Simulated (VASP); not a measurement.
CuI (zinc blende), at 1.04 of the tabulated volume:

```
CELL_PARAMETERS angstrom
      0.00000     3.06481     3.06481
      3.06481     0.00000     3.06481
      3.06481     3.06481     0.00000
ATOMIC_POSITIONS crystal
  Cu 0.00000 0.00000 0.00000
  I  0.25000 0.25000 0.25000
```

The lowest empty band near Γ, direction [111], from mBJ (TB09) with spin-orbit coupling in VASP (PAW); its two spin partners are averaged. The gap over the points computed is 2.00 eV, and the next band on that side lies 3.20 eV away at the edge.

Settings: 400 eV cut-off, 8×8×8 Γ-centred mesh, Gaussian smearing of 0.050 eV, potentials Cu I.

```
distance from the edge in k (1/Å)  distance in energy (meV)
---------------------------------  ------------------------
0.018                                                   4.9
0.025                                                   9.5
0.035                                                  18.5
0.050                                                  37.3
0.070                                                  71.7
```

### Question
Fit E(1 + αE) = ħ²k²/2m* (ħ²/2m0 = 3.810 eV Å²) and predict the row at 0.095 1/Å.

### Answer
Least squares on the energies gives the electron mass m* = 0.250 m0 and α = 0.59 per eV, and so 127.9 meV. The run gave 127.7 meV, -0.2 meV from the fit.

Left out are points under 3 meV from the edge, since the levels carry 0.1 meV, and points farther than half the way to the next band.

The compound is CuI in the zinc blende structure. The cell was not relaxed at this level.
